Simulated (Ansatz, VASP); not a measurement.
# TiSnTe3 (perovskite type (invented)): VASP beside Ansatz

Wanted: the spread between two codes on one cell, functional and k mesh. The cell is generated by rule, not measured, and may not be a known phase. The cell is taken from a series of runs on this material, whose earlier steps may have relaxed, scaled, displaced or heated it; both programs get it as it stands.

Main program and level: Ansatz 0.2.0; plane waves, with VASP 6.6.1 beside it; relaxation of cell and atoms at PBE.

## (1) The structure

Symmetry: Pm-3m, No. 221, cubic system. The conventional cell has a = 5.380 Å, b = 5.380 Å, c = 5.380 Å, α = 90.00°, β = 90.00°, γ = 90.00°. Sn has 12 Te at 3.80 Å nearest. Nearest to Ti lie 6 Te at 2.69 Å. Nearest to Te lie 2 Ti at 2.69 Å. Farther neighbours and most contacts between anions are not listed.

Structure file:

```cif
data_structure
_symmetry_space_group_name_H-M 'Pm-3m'
_symmetry_Int_Tables_number 221
_cell_length_a 5.3805
_cell_length_b 5.3805
_cell_length_c 5.3805
_cell_angle_alpha 90.000
_cell_angle_beta 90.000
_cell_angle_gamma 90.000
_cell_volume 155.76
loop_
_atom_site_label
_atom_site_type_symbol
_atom_site_symmetry_multiplicity
_atom_site_Wyckoff_symbol
_atom_site_fract_x
_atom_site_fract_y
_atom_site_fract_z
_atom_site_occupancy
Sn1 Sn 1 a 0.00000 0.00000 0.00000 1
Ti1 Ti 1 b 0.50000 0.50000 0.50000 1
Te1 Te 3 c 0.50000 0.50000 0.00000 1
```

## (2) Ansatz: relaxation of cell and atoms, PBE

Ansatz runs on its default PAW (the set named soft_2) files.

The relaxed volume is the usual yardstick between codes: in a stiff, nearly cubic crystal its relative difference is about their pressure difference at one cell divided by the bulk modulus.

Input file input.yaml:

```yaml
crystal:
  lattice:
    - [5.3804572599, 0.0, 0.0]
    - [0.0, 5.3804572599, 0.0]
    - [0.0, 0.0, 5.3804572599]
  atoms:
    - { symbol: Sn, position: [0.0, 0.0, 0.0] }
    - { symbol: Ti, position: [0.5, 0.5, 0.5] }
    - { symbol: Te, position: [0.5, 0.5, 0.0] }
    - { symbol: Te, position: [0.5, 0.0, 0.5] }
    - { symbol: Te, position: [0.0, 0.5, 0.5] }
kpoints:
  mp_grid: { grid: [8, 8, 8] }
hamiltonian:
  xc: pbe
scf:
  occupations: { method: gaussian, width: 0.1 }
output:
  forces: true
  stress: true
  eigenvalues: true
  write_density: true
  write_potential: true
  elf: true
  volumetric_format: npy
relax:
  adjacent_minimum: "off"
  f_tol: 0.005
  max_steps: 80
  cell: { stress_tol: 0.05 }
```

On the command line:

```bash
$ ansatz run input.yaml --threads 4 --pin off --max-ram 9216MiB --backend cpu --events-out ev --progress --plain --runs-dir out
```

Numbers of over 12 decimals in the logs are rounded to 6 here.

The log of the run:

```text
Engine: ansatz 0.2.0, aarch64-unknown-linux-gnu
Pseudopotentials: kind: paw
Pseudopotential: Sn, paw, valence charge 14, recommended cutoff 420 eV (normal), Sn.paw.azcp
Pseudopotential: Ti, paw, valence charge 12, recommended cutoff 420 eV (normal), Ti.paw.azcp
Pseudopotential: Te, paw, valence charge 16, recommended cutoff 420 eV (normal), Te.paw.azcp
Functional definition: PBE
  parameter kappa = 0.804
  parameter beta = 0.066725
  exchange = pbe_x(kappa = kappa, mu = beta*pi^2/3)
  correlation = pbe_c(beta = beta)
Crystal: 5 atoms, lattice volume = 155.761 Å³
Basis set: ecut = 420 eV, 2969 PW (Γ), exchange–correlation on 72×72×72 points (8 copies of the dense FFT grid, shifted against one another)
Bands: 45, of which v1, the nominal top of the filled ones, is band 37 counted from 1 (36 counted from 0)
Symmetry: 48 space group operations
Space group: Pm-3m (ITA 221), of the structure as read, at distance tolerance 5.4e-5 Å
k-points: 35 of 512
Non-local potential: Sn, projectors of the file, l = 0: 2, l = 1: 2, l = 2: 2, l = 3: 2
Non-local potential: Ti, projectors of the file, l = 0: 3, l = 1: 2, l = 2: 3, l = 3: 1
Non-local potential: Te, projectors of the file, l = 0: 2, l = 1: 2, l = 2: 2, l = 3: 2
PAW form: soft (Blöchl's): semilocal exchange-correlation on the pseudo side does not see the compensation charge
PAW one-centre angular grid: Sn, 590 points (default); XC on 64 Gauss nodes
PAW one-centre angular grid: Ti, 590 points (default); XC on 64 Gauss nodes
PAW one-centre angular grid: Te, 590 points (default); XC on 64 Gauss nodes
Initial density: superposition of atomic densities (neutral atoms: chi_scale 0, normalization atom), corrected by the library's trained network
Initial wavefunctions: pseudopotential atomic-orbital guess
Functional: x = pbe(κ = 0.804, μ = 0.219515), c = pbe(β = 0.066725)
SCF iter   1: F=—  HF=-29464.202509 eV  |F-HF|=—  |Δ(HF+E_count)|=         —  Δρ=8.85e-3  dr2=2.57e-1  ethr=1.77e-3  ⟨swp⟩=7.7  Hψ=6633  notcnv=0
preconditioner: auto → Kerker (q_TF=auto, 2.410 Å⁻¹)  [metal: Δε(μ)=0.015 eV  Ē_g=6.291 eV  σ=0.100 eV  W_gap=0.09  n_scr=32 (ndim 8)  ℏωp=15.2 eV  f_vac=0.006  D(μ)=5.23/eV (n_scr^D=32)]
SCF iter   2: F=—  HF=-29464.188370 eV  |F-HF|=—  |Δ(HF+E_count)|=   1.41e-2  Δρ=4.51e-3  dr2=6.84e-2  ethr=3.47e-4  ⟨swp⟩=1.2  Hψ=1864  notcnv=0  defer=1
SCF iter   3: F=—  HF=-29464.184035 eV  |F-HF|=—  |Δ(HF+E_count)|=   4.34e-3  Δρ=5.10e-4  dr2=5.69e-4  ethr=9.24e-5  ⟨swp⟩=1.7  Hψ=1598  notcnv=0  defer=1
SCF iter   4: F=—  HF=-29464.184139 eV  |F-HF|=—  |Δ(HF+E_count)|=   1.04e-4  Δρ=1.94e-4  dr2=8.88e-5  ethr=7.69e-7  ⟨swp⟩=2.9  Hψ=3004  notcnv=0  defer=1
SCF iter   5: F=—  HF=-29464.184170 eV  |F-HF|=—  |Δ(HF+E_count)|=   3.06e-5  Δρ=6.96e-5  dr2=1.03e-5  ethr=1.20e-7  ⟨swp⟩=2.0  Hψ=1979  notcnv=0  defer=1
SCF iter   6: F=—  HF=-29464.184173 eV  |F-HF|=—  |Δ(HF+E_count)|=   3.52e-6  Δρ=2.25e-5  dr2=1.43e-6  ethr=1.39e-8  ⟨swp⟩=2.2  Hψ=2274  notcnv=0  defer=1
SCF iter   7: F=—  HF=-29464.184173 eV  |F-HF|=—  |Δ(HF+E_count)|=   3.30e-7  Δρ=5.66e-6  dr2=1.15e-7  ethr=1.93e-9  ⟨swp⟩=2.0  Hψ=1825  notcnv=0  defer=1
SCF iter   8: F=-29464.184173 eV  HF=-29464.184173 eV  |F-HF|=1.13e-9  |Δ(HF+E_count)|=   5.90e-8  Δρ=1.71e-6  dr2=7.25e-9  ethr=1.35e-10  ⟨swp⟩=14.1  Hψ=10637  notcnv=0
SCF 1 converged in 8 iterations: F = -29464.184173 eV  dr2 = 7.25e-9
  greatest PAW one-centre occupation: 0.999 electrons in one spin orbital (limit 2), on the Ti atom at site 1 (counted from 0), in its partial waves of l = 0
relax step   1: F+E_penalty+E_count = -29464.18417346 eV  Δ(F+E_penalty+E_count) = +0.000e0 eV  max|allowed force component| = 1.371e-28 eV/Å  Δτ_max = 0.0000 Å  P = -0.106 GPa  Ω = 155.761 Å³  (8 SCF iters, dr2 threshold 1.00e-7 eV, accepted)
[...]
relax step   2: F+E_penalty+E_count = -29464.18434144 eV  Δ(F+E_penalty+E_count) = -1.680e-4 eV  max|allowed force component| = 5.811e-29 eV/Å  Δτ_max = 0.0000 Å  P = +0.016 GPa  Ω = 155.357 Å³  energy of the carried Pulay correction = +5.437e-5 eV  (6 SCF iters, dr2 threshold 2.80e-8 eV, accepted)
[...]
relax step   3: F+E_penalty+E_count = -29464.18427632 eV  Δ(F+E_penalty+E_count) = +6.513e-5 eV  max|allowed force component| = 7.836e-29 eV/Å  Δτ_max = 0.0000 Å  P = +0.016 GPa  Ω = 155.357 Å³  stress off target by 1.61e-2 GPa  SCF on the basis re-selected at this cell (its energy is not comparable with the rows above)  (6 SCF iters)
basis re-selected at this cell: Δ(F+E_penalty+E_count) = +6.513e-5 eV, ΔP = +0.000 GPa vs the last step (what re-selecting the basis moved, of the pressure what is left beyond the Pulay correction that the steps carried, after the strain that the cell walked since its last selection, with what the two solves' SCF thresholds leave and, on support functions, any second-order correction that the steps lacked; it is no m [...]
SCF converged after 6 iterations
Free energy (F): -29464.184276 eV
Harris-Foulkes:  -29464.184276 eV  (|F-HF|=1.82e-11)
Internal energy: -29464.154155 eV  (E = F + TS)
E sigma→0 (E₀):  -29464.169216 eV
Entropy (-TS):   -0.030122 eV (-6.024 meV/atom)
Fermi energy:    9.030403 eV
--- Per-component energies (eV) ---
  E_band       = -1108.398298
  E_kinetic    = 996.553804
  E_local      = -6079.303457  (includes V_loc(G=0)·N_el)
  E_nonlocal   = -955.043228
  E_hartree    = 3559.393545
  E_xc         = -851.866045
  E_vxc        = -528.576223  (∫ρ·V_xc dr)
  E_paw        = -19167.715780  (= ΣΔE_a)
  E_vpaw       = -1660.815697  (= ΣTr[D̂ρ^β])
  E_aug_tail   = -0.000530  (compensation charges beyond the density's cutoff)
  E_ewald      = -6966.172463
  E_smearing   = -0.030122  (= −TS)
  E_closure    = -0.000000  (closes the sum)
  Σ components = -29464.184276   (vs F -29464.184276, Δ=0.00e0)
--- Forces (eV/Å), atoms counted from 1 ---
  atom   1  Sn     0.00000000    -0.00000000     0.00000000
  atom   2  Ti    -0.00000000     0.00000000    -0.00000000
  atom   3  Te    -0.00000000     0.00000000    -0.00000000
  atom   4  Te     0.00000000     0.00000000    -0.00000000
  atom   5  Te     0.00000000     0.00000000     0.00000000
  max |Σ_I F_I| component: 1.55e-28 eV/Å
--- Stress (GPa, compression-positive) ---
        0.016138      -0.000000       0.000000
       -0.000000       0.016138      -0.000000
        0.000000      -0.000000       0.016138
  P = ⅓ Tr σ = 0.0161 GPa (0.161 kbar)
--- Band table (eV; the first three rows and the last of 35) ---
  k-point 0: bands = [... 33 lower, 7.8731, 8.2201, 8.2201, 8.2201, 8.6301, 8.6301, 8.6301, 9.7516, ... 4 higher]
  k-point 1: bands = [... 33 lower, 7.7585, 7.8667, 8.1574, 8.1574, 8.6351, 9.0217, 9.0217, 9.7613, ... 4 higher]
  k-point 2: bands = [... 33 lower, 7.4275, 7.5147, 8.2599, 8.2599, 8.6472, 9.4246, 9.4246, 9.7383, ... 4 higher]
  k-point 34: bands = [... 33 lower, 5.9151, 9.4074, 9.4074, 9.4074, 9.5051, 9.5051, 9.5051, 12.0115, ... 4 higher]
--- Relaxed structure (2 steps of the walk, 2 accepted, 1 SCFs on fresh bases) ---
  F+E_penalty+E_count = -29464.18427632 eV   max|allowed force component| = 7.836e-29 eV/Å   (the final SCF, on the basis selected at the relaxed cell)
  cell:  # Å, volume = 155.3572 Å³
    - [5.375809, 0, 0]
    - [0, 5.375809, 0.0]
    - [0, 0.0, 5.375809]
  atoms:
    - { symbol: Sn, position: [0, 0, 0] }
    - { symbol: Ti, position: [0.500000, 0.500000, 0.500000] }
    - { symbol: Te, position: [0.500000, 0.500000, 0] }
    - { symbol: Te, position: [0.500000, 0, 0.500000] }
    - { symbol: Te, position: [0, 0.500000, 0.500000] }
```

(Part 1 of 2 ends here.)

[Lines on the potential files, build, host, timing and source positions are cut from VASP's logs without a mark.]

[Logs are printed without paths, hosts, clocks, repeated set-up lines and the standing remarks that a program may print on its own settings, such as how far it seeks lower states.]

[Hosts, paths, dates, database ids (printed as entryN), source tags and the programs' standing remarks are cut or masked in the printed files.]
